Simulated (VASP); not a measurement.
An input for Ansatz (written as the equivalent of a VASP run, and not itself run):

Ansatz 0.2 input:
```yaml
crystal:
  lattice:
    - [0.0000000, 3.0472585, 3.0472585]
    - [3.0472585, 0.0000000, 3.0472585]
    - [3.0472585, 3.0472585, 0.0000000]
  atoms:
    - { symbol: Cd, position: [0.0000000, 0.0000000, 0.0000000] }
    - { symbol: Se, position: [0.2500000, 0.2500000, 0.2500000] }
kpoints:
  mp_grid: { grid: [8, 8, 8] }
hamiltonian:
  xc: pbesol
  pseudopotentials: { kind: paw }
scf:
  occupations: { method: gaussian, width: 0.05 }
  max_iter: 100
relax:
  max_steps: 40
  f_tol: 0.02
  cell: { p_target: 5 }
output: { forces: true, stress: true, eigenvalues: true }
```

### Question
Write the VASP files for the same calculation (PBEsol).

### Answer
Several could match; the one computed here: 
### INCAR
```
SYSTEM = CdSe
PREC = Accurate
ENCUT = 500
EDIFF = 1E-6
NELM = 100
ALGO = Normal
LREAL = .FALSE.
LASPH = .TRUE.
ISMEAR = 0
SIGMA = 0.05
GGA = PS
LMAXMIX = 4
LWAVE = .FALSE.
LCHARG = .FALSE.
IBRION = 2
ISIF = 3
NSW = 40
EDIFFG = -0.02
PSTRESS = 50
```

KPOINTS:
```
Automatic
0
gamma
8 8 8
```

### POSCAR
```
CdSe
1
    0.0000000000     3.0472585319     3.0472585319
    3.0472585319     0.0000000000     3.0472585319
    3.0472585319     3.0472585319     0.0000000000
Cd Se
1 1
Direct
  0.0000000000   0.0000000000   0.0000000000
  0.2500000000   0.2500000000   0.2500000000
```

POTCAR, in this order: Cd Se (PBE.64 set). Program: vasp_std.

Limits of the translation: each code has its own PAW files, so the cut-off isn't converted (ENCUT is set for VASP's; basis.ecutwfc is left out, and Ansatz then takes the one that its files recommend); Ansatz stops its SCF on the density residual and VASP on the energy change (EDIFF).

The structure was generated: CdSe was put into the zinc blende type (F-43m), which need not be its known phase. This run relaxes it under an external pressure of 5 GPa. Symmetry was kept, so distortions that lower it aren't found.
